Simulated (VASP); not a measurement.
## Si3N4: equilibrium volume by level of theory

```
CELL_PARAMETERS angstrom
7.60440 0.00000 0.00000
-3.80220 6.58560 0.00000
0.00000 0.00000 2.90630
ATOMIC_POSITIONS crystal
Si 0.76848 0.17456 0.25000
Si 0.59392 0.76848 0.75000
Si 0.82544 0.59392 0.25000
Si 0.23152 0.82544 0.75000
Si 0.40608 0.23152 0.25000
Si 0.17456 0.40608 0.75000
N 0.03050 0.33024 0.25000
N 0.70026 0.03050 0.75000
N 0.66976 0.70026 0.25000
N 0.96950 0.66976 0.75000
N 0.29974 0.96950 0.25000
N 0.33024 0.29974 0.75000
N 0.66667 0.33333 0.25000
N 0.33333 0.66667 0.75000
```

| rung | level | program and potentials | cutoff (eV) | k mesh | equilibrium volume (Å³/atom) | notes |
| --- | --- | --- | --- | --- | --- | --- |
| LDA | LDA | VASP, LDA PAW files N, Si, 600 eV | 600 | 6 × 6 × 9 | 10.27 | - |
| GGA | PBE | VASP, PBE PAW files N, Si, 600 eV | 600 | 6 × 6 × 9 | 10.61 | - |
| GGA + dispersion | PBE+D3(BJ) | VASP, PBE PAW files N, Si, 600 eV | 600 | 6 × 6 × 9 | 10.44 | - |
| GGA | PBEsol | VASP, PBE PAW files N, Si, 600 eV | 600 | 6 × 6 × 9 | 10.47 | potentials made for PBE |

Task: relaxation of cell and atoms. All rows: no spin polarisation. Meshes are those of the run's cell of 14 atoms unless a note names another. Relaxations start from the cell shown or near it and stop with a little pressure left. Runs on faulty files, with rough fits or with known faults for this quantity aren't shown. No row holds spin-orbit coupling.

By rung: LDA 10.27; GGA 10.47 to 10.61; GGA + dispersion 10.44 (Å³/atom).
